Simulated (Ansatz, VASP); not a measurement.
# Al4Se (Se/Al(100)): VASP beside Ansatz, part 2 of 2

Wanted: the spread between two codes on one cell, functional and k mesh. Of the first pair: The structure shown is the start of the Ansatz relaxation below; VASP solves that cell, so the two are compared at the walk's first step.

VASP 6.6.1 and Ansatz 0.2.0.

So far. Step 4 (Side by side): The forces differ by 7.4 meV/Å r.m.s., which is 1.2 % of the r.m.s. force of 0.643 eV/Å (both taken over all components). Where the cell holds vacuum, a pressure given here is an average over it and none of the material.

**5. Ansatz: relaxation, PBE**

Level of this step: Ansatz beside VASP: Kohn-Sham DFT, plane waves, PBE (Ansatz).

The two programs are compared at the cell with which this relaxation starts, whose forces are those of its first step. This pair takes another composition, Al16Se, with 17 atoms.

The structure compared here is the start of the Ansatz relaxation; VASP solves that cell, so the two are compared at the walk's first step.

File input.yaml:

```yaml
crystal:
  lattice:
    - [5.7275649276, 0.0, 0.0]
    - [0.0, 5.7275649276, 0.0]
    - [0.0, 0.0, 25.5215740695]
  atoms:
    - { symbol: Al, position: [0.25, 0.25, 0.3526428258] }
    - { symbol: Al, position: [0.0, 0.0, 0.4319874616] }
    - { symbol: Al, position: [0.25, 0.25, 0.510718198] }
    - { symbol: Al, position: [0.0, 0.0, 0.5911034374] }
    - { symbol: Al, position: [0.25, 0.75, 0.3526428258] }
    - { symbol: Al, position: [0.0, 0.5, 0.4319874616] }
    - { symbol: Al, position: [0.25, 0.75, 0.510718198] }
    - { symbol: Al, position: [0.0, 0.5, 0.5911034374] }
    - { symbol: Al, position: [0.75, 0.25, 0.3526428258] }
    - { symbol: Al, position: [0.5, 0.0, 0.4319874616] }
    - { symbol: Al, position: [0.75, 0.25, 0.510718198] }
    - { symbol: Al, position: [0.5, 0.0, 0.5911034374] }
    - { symbol: Al, position: [0.75, 0.75, 0.3526428258] }
    - { symbol: Al, position: [0.5, 0.5, 0.4319874616] }
    - { symbol: Al, position: [0.75, 0.75, 0.510718198] }
    - { symbol: Al, position: [0.5, 0.5, 0.5911034374] }
    - { symbol: Se, position: [0.25, 0.25, 0.6473571742] }
kpoints:
  mp_grid: { grid: [6, 6, 1] }
hamiltonian:
  xc: pbe
scf:
  occupations: { method: fermi_dirac, width: 0.1 }
  convergence: { dr2_threshold: 1.0e-08 }
efield:
  axis: 3
  dipole_correction: true
  ramp_position: 0.97
  ramp_width: 0.06
relax:
  f_tol: 0.02
  max_steps: 60
  constraints: [{ sites: [0, 1, 4, 5, 8, 9, 12, 13] }]
output:
  dos: { projected: true, e_range: [-8, 4] }
  write_potential: true
  write_density: true
  volumetric_format: npy
  elf: true
```

The run is started by

```bash
> ansatz run input.yaml --threads 4 --pin off --max-ram 8192MiB --backend cpu --events-out ev --progress --plain --runs-dir out
```

Numbers of over 12 decimals in the logs are rounded to 6 here.

What it wrote:

```text
[...]
Crystal: 17 atoms, lattice volume = 837.235 Å³
Basis set: ecut = 420 eV, 16449 PW (Γ), exchange–correlation on 80×80×360 points (8 copies of the dense FFT grid, shifted against one another)
Bands: 49, of which v1, the nominal top of the filled ones, is band 32 counted from 1 (31 counted from 0)
Symmetry: 8 space group operations
[...]
- { symbol: Al, position: [-0.00826804, 0.508268, 0.591264] }
[...]
- { symbol: Al, position: [0.750000, 0.750000, 0.3526428258] }
    - { symbol: Al, position: [0.500000, 0.500000, 0.431987] }
    - { symbol: Al, position: [0.750000, 0.750000, 0.506596] }
    - { symbol: Al, position: [0.508268, 0.508268, 0.591264] }
    - { symbol: Se, position: [0.250000, 0.250000, 0.655521] }
[key lines of the parts left out:]
SCF converged after 6 iterations
Free energy (F): -14066.898182 eV
Fermi energy:    -0.085631 eV
Dipole field:    D = -0.004973 V/Å  (p = -0.023010 e·Å, saw-weighted, corrected)
Work function:   Φ+ = 4.4796 eV   Φ− = 4.3527 eV
```

**6. VASP: single point, PBE, start cell, pair 2**

The same cell, functional, mesh and smearing now go to VASP, with its own data sets.

File INCAR:

```
SYSTEM = Al16Se
PREC = Accurate
ENCUT = 400
EDIFF = 1E-06
NELM = 120
ISMEAR = -1
SIGMA = 0.1
LREAL = .FALSE.
ALGO = Normal
GGA = PE
NBANDS = 44
LORBIT = 11
LWAVE = .FALSE.
LCHARG = .FALSE.
ISIF = 2
LDIPOL = .TRUE.
IDIPOL = 3
DIPOL = 0.5 0.5 0.482
LVHAR = .TRUE.
LASPH = .TRUE.
GGA_COMPAT = .FALSE.
NELMDL = -8
KPAR = 4
```

File POSCAR:

```
Al16Se
1.0
    5.7275649276      0.0000000000      0.0000000000
    0.0000000000      5.7275649276      0.0000000000
    0.0000000000      0.0000000000     25.5215740695
Al Se
16 1
Direct
    0.2499999595      0.2499999595      0.3526428258
    0.0000000000      0.0000000000      0.4319874617
    0.2499999595      0.2499999595      0.5107181855
    0.0000000000      0.0000000000      0.5911034311
    0.2499999595      0.7499999595      0.3526428258
    0.0000000000      0.4999999190      0.4319874617
    0.2499999595      0.7499999595      0.5107181855
    0.0000000000      0.4999999190      0.5911034311
    0.7499999595      0.2499999595      0.3526428258
    0.4999999190      0.0000000000      0.4319874617
    0.7499999595      0.2499999595      0.5107181855
    0.4999999190      0.0000000000      0.5911034311
    0.7499999595      0.7499999595      0.3526428258
    0.4999999190      0.4999999190      0.4319874617
    0.7499999595      0.7499999595      0.5107181855
    0.4999999190      0.4999999190      0.5911034311
    0.2499999595      0.2499999595      0.6473571714
```

File KPOINTS:

```
Automatic mesh
0
Gamma
6 6 1
0 0 0
```

Potentials, in the order of the species: Al and Se (PBE family, release 64).

The run is started by

```bash
> mpirun -np 4 vasp_std
```

What it wrote:

```text
[banner, memory and clock lines left out]
running    4 mpi-ranks, on    1 nodes
[...]
|                                                                             |
|               ----> ADVICE to this user running VASP <----                  |
|                                                                             |
|     You have a (more or less) 'large supercell' and for larger cells it     |
|     might be more efficient to use real-space projection operators.         |
|     Therefore, try LREAL= Auto in the INCAR file.                           |
|     Mind: For very accurate calculation, you might also keep the            |
|     reciprocal projection scheme (i.e. LREAL=.FALSE.).                      |
|                                                                             |

 LDA part: xc-table for (Slater+PW92), standard interpolation
 POSCAR, INCAR and KPOINTS ok, starting setup
[...]
entering main loop
       N       E                     dE             d eps       ncg     rms          rms(c)
DAV:   1     0.187507857201E+03    0.18751E+03   -0.14305E+04   880   0.709E+02
DAV:   2    -0.462640003477E+02   -0.23377E+03   -0.22494E+03  1280   0.145E+02
DAV:   3    -0.627881775564E+02   -0.16524E+02   -0.16056E+02  1068   0.365E+01
DAV:   4    -0.635287712772E+02   -0.74059E+00   -0.73769E+00  1168   0.902E+00
[...]
DAV:  29    -0.608435722111E+02   -0.48993E-05   -0.17620E-07   712   0.912E-04    0.317E-04
DAV:  30    -0.608435735296E+02   -0.13185E-05   -0.36432E-08   688   0.500E-04    0.225E-04
DAV:  31    -0.608435743349E+02   -0.80525E-06   -0.31301E-08   676   0.460E-04
   1 F= -.60843574E+02 E0= -.60732608E+02  d E =-.221932E+00
```

From OUTCAR (step 6):

```text
  Total       -4.4251652     -4.4251652      4.1454393      0.0000000      0.0000000      0.0000000
  in kB       -8.4682286     -8.4682286      7.9329304      0.0000000      0.0000000      0.0000000
  external PRESSURE =      -3.0011756 kB  Pullay stress =       0.0000000 kB

 POSITION                                       TOTAL-FORCE (eV/Angst)
 -----------------------------------------------------------------------------------
      1.43189      1.43189      9.00000         0.000000      0.000000     -0.243531
      0.00000      0.00000     11.02500        -0.004451     -0.004451      0.030876
      1.43189      1.43189     13.03433         0.000000      0.000000     -0.028275
      0.00000      0.00000     15.08589        -0.677261     -0.677261     -0.567802
      1.43189      4.29567      9.00000         0.000000      0.000000     -0.054277
      0.00000      2.86378     11.02500        -0.004451      0.004451      0.030876
      1.43189      4.29567     13.03433         0.000000      0.000000      0.289144
      0.00000      2.86378     15.08589        -0.677261      0.677261     -0.567802
      4.29567      1.43189      9.00000         0.000000      0.000000     -0.054277
      2.86378      0.00000     11.02500         0.004451     -0.004451      0.030876
      4.29567      1.43189     13.03433         0.000000      0.000000      0.289144
      2.86378      0.00000     15.08589         0.677261     -0.677261     -0.567802
      4.29567      4.29567      9.00000         0.000000      0.000000      0.051687
      2.86378      2.86378     11.02500         0.004451      0.004451      0.030876
[...]
-----------------------------------------------------------------------------------
    total drift:                                0.000000      0.000000     -0.000108

  FREE ENERGIE OF THE ION-ELECTRON SYSTEM (eV)
  ---------------------------------------------------
  free  energy   TOTEN  =       -60.8435743349 eV

  energy  without entropy=      -60.6216424996  energy(sigma->0) =      -60.73260842

[... 3 further parts left out ...]
[key lines of the parts left out:]
E-fermi :  -0.1352
```

**7. Side by side**

What differs besides the data sets and the points named for the pairs above, as far as they apply: the data sets hold 64 valence electrons in Ansatz (on its default PAW (the set named soft_2) files) and 54 in VASP. Total energies have different zeros and are not compared.

Forces on 7 of the 17 atoms, those with the largest forces and the largest differences (eV/Å; atoms numbered as in POSCAR):

```
atom          Ansatz x, y, z            VASP x, y, z
 Al4  -0.675, -0.675, -0.565  -0.677, -0.677, -0.568
 Al7     0.000, 0.000, 0.289     0.000, 0.000, 0.289
 Al8   -0.675, 0.675, -0.565   -0.677, 0.677, -0.568
Al12   0.675, -0.675, -0.565   0.677, -0.677, -0.568
Al15    0.000, 0.000, -0.361    0.000, 0.000, -0.364
Al16    0.675, 0.675, -0.565    0.677, 0.677, -0.568
Se17     0.000, 0.000, 2.252     0.000, 0.000, 2.263
```

The forces differ by 1.9 meV/Å r.m.s., which is 0.4 % of the r.m.s. force of 0.453 eV/Å (both taken over all components). Where the cell holds vacuum, a pressure given here is an average over it and none of the material.

**8. Ansatz: relaxation, PBE**

This run makes the geometry at which the two programs are then compared.

The structure compared here is the end of the Ansatz relaxation.

This is the run of step 5 again, met here at its other cell.

**9. VASP: single point, PBE, relaxed atoms in a fixed cell, pair 3**

The same cell, functional, mesh and smearing now go to VASP, with its own data sets.

INCAR is that of step 6.

File POSCAR:

```
Al16Se
1.0
    5.7275649276      0.0000000000      0.0000000000
    0.0000000000      5.7275649276      0.0000000000
    0.0000000000      0.0000000000     25.5215740695
Al Se
16 1
Direct
    0.2500000000      0.2500000000      0.3526428258
    0.0000000000      0.0000000000      0.4319874616
    0.2500000000      0.2500000000      0.5124642339
    0.9917319589      0.9917319589      0.5912637121
    0.2500000000      0.7500000000      0.3526428258
    0.0000000000      0.5000000000      0.4319874616
    0.2500000000      0.7500000000      0.5132608115
    0.9917319589      0.5082680411      0.5912637121
    0.7500000000      0.2500000000      0.3526428258
    0.5000000000      0.0000000000      0.4319874616
    0.7500000000      0.2500000000      0.5132608115
    0.5082680411      0.9917319589      0.5912637121
    0.7500000000      0.7500000000      0.3526428258
    0.5000000000      0.5000000000      0.4319874616
    0.7500000000      0.7500000000      0.5065960444
    0.5082680411      0.5082680411      0.5912637121
    0.2500000000      0.2500000000      0.6555212233
```

KPOINTS is that of step 6.

The run is started by

```bash
> mpirun -np 4 vasp_std
```

What it wrote:

```text
[banner, memory and clock lines left out]
running    4 mpi-ranks, on    1 nodes
[...]
[... a notice as in an earlier step ...]

 LDA part: xc-table for (Slater+PW92), standard interpolation
 POSCAR, INCAR and KPOINTS ok, starting setup
[...]
entering main loop
       N       E                     dE             d eps       ncg     rms          rms(c)
DAV:   1     0.183482147247E+03    0.18348E+03   -0.14281E+04   880   0.709E+02
DAV:   2    -0.470646428970E+02   -0.23055E+03   -0.22182E+03  1272   0.144E+02
DAV:   3    -0.629948596441E+02   -0.15930E+02   -0.15425E+02  1060   0.358E+01
DAV:   4    -0.637380075771E+02   -0.74315E+00   -0.73998E+00  1176   0.902E+00
[...]
DAV:  29    -0.612166670849E+02   -0.46938E-05   -0.20552E-07   740   0.103E-03    0.270E-04
DAV:  30    -0.612166687972E+02   -0.17123E-05   -0.67051E-08   664   0.648E-04    0.184E-04
DAV:  31    -0.612166691800E+02   -0.38280E-06   -0.15576E-08   628   0.375E-04
   1 F= -.61216669E+02 E0= -.61106180E+02  d E =-.220978E+00
```

From OUTCAR (step 9):

```text
  Total       -6.6368149     -6.6368149      0.4950507      0.0000000      0.0000000      0.0000000
  in kB      -12.7005575    -12.7005575      0.9473550      0.0000000      0.0000000      0.0000000
  external PRESSURE =      -8.1512534 kB  Pullay stress =       0.0000000 kB

 POSITION                                       TOTAL-FORCE (eV/Angst)
 -----------------------------------------------------------------------------------
      1.43189      1.43189      9.00000        -0.000000      0.000000     -0.226600
      0.00000      0.00000     11.02500         0.089214      0.089214      0.065868
      1.43189      1.43189     13.07889        -0.000000      0.000000      0.006313
      5.68021      5.68021     15.08998         0.001094      0.001094     -0.001292
      1.43189      4.29567      9.00000        -0.000000      0.000000     -0.034917
      0.00000      2.86378     11.02500         0.089214     -0.089214      0.065868
      1.43189      4.29567     13.09922        -0.000000      0.000000     -0.000408
      5.68021      2.91114     15.08998         0.001094     -0.001094     -0.001292
      4.29567      1.43189      9.00000        -0.000000      0.000000     -0.034917
      2.86378      0.00000     11.02500        -0.089214      0.089214      0.065868
      4.29567      1.43189     13.09922        -0.000000      0.000000     -0.000408
      2.91114      5.68021     15.08998        -0.001094      0.001094     -0.001292
      4.29567      4.29567      9.00000        -0.000000      0.000000      0.032930
      2.86378      2.86378     11.02500        -0.089214     -0.089214      0.065868
[...]
-----------------------------------------------------------------------------------
    total drift:                                0.000000     -0.000000     -0.000063

  FREE ENERGIE OF THE ION-ELECTRON SYSTEM (eV)
  ---------------------------------------------------
  free  energy   TOTEN  =       -61.2166691800 eV

  energy  without entropy=      -60.9956913556  energy(sigma->0) =      -61.10618027

[... 2 parts as in an earlier step ...]

[... 1 further part left out ...]
[key lines of the parts left out:]
E-fermi :  -0.2025
```

**10. Differences**

What differs besides the data sets and the points named for the pairs above, as far as they apply: the data sets hold 64 valence electrons in Ansatz (on its default PAW (the set named soft_2) files) and 54 in VASP. Total energies have different zeros and are not compared.

The two programs side by side:

```
                                   quantity  Ansatz  VASP  difference
 work function, lower of the two faces (eV)    4.35  4.36        0.00
work function, higher of the two faces (eV)    4.48  4.48        0.00
```

Forces on 10 of the 17 atoms, those with the largest forces and the largest differences (eV/Å; atoms numbered as in POSCAR):

```
atom         Ansatz x, y, z            VASP x, y, z
 Al1   0.000, 0.000, -0.227    0.000, 0.000, -0.227
 Al2    0.089, 0.089, 0.066     0.089, 0.089, 0.066
 Al5   0.000, 0.000, -0.036    0.000, 0.000, -0.035
 Al6   0.089, -0.089, 0.066    0.089, -0.089, 0.066
 Al9   0.000, 0.000, -0.036    0.000, 0.000, -0.035
Al10   -0.089, 0.089, 0.066    -0.089, 0.089, 0.066
Al14  -0.089, -0.089, 0.066   -0.089, -0.089, 0.066
Al15   0.000, 0.000, -0.003    0.000, 0.000, -0.006
Al16  -0.003, -0.003, 0.001  -0.001, -0.001, -0.001
Se17   0.000, 0.000, -0.001     0.000, 0.000, 0.006
```

The forces differ by 1.3 meV/Å r.m.s., which is 2.6 % of the r.m.s. force of 0.052 eV/Å (both taken over all components). Where the cell holds vacuum, a pressure given here is an average over it and none of the material.

**11. Results**

```json
{
 "r.m.s. force difference (single point, PBE, start cell, pair 1)": "1.2 % of the r.m.s. force",
 "r.m.s. force difference (single point, PBE, start cell, pair 2)": "0.43 % of the r.m.s. force",
 "r.m.s. force difference (single point, PBE, relaxed atoms in a fixed cell, pair 3)": "1.3 meV/Å"
}
```

**Reading.** The r.m.s. force difference is 1.2 % of the r.m.s. force (single point, PBE, start cell, pair 1), within the 3 % picked in this series as the mark of a large difference. The data sets hold unlike numbers of valence electrons (28 in Ansatz and 18 in VASP and 64 in Ansatz and 54 in VASP), so part of the differences may come from the potentials. 5 further pairs of this series are not shown here. Such differences can come from data sets, numerical settings and the points named under the comparisons, not from the functional's error against experiment.

[Lines on the potential files, build, host, timing and source positions are cut from VASP's logs without a mark.]

[Logs are printed without paths, hosts, clocks, repeated set-up lines and the standing remarks that a program may print on its own settings, such as how far it seeks lower states.]

[Hosts, paths, dates, database ids (printed as entryN), source tags and the programs' standing remarks are cut or masked in the printed files.]
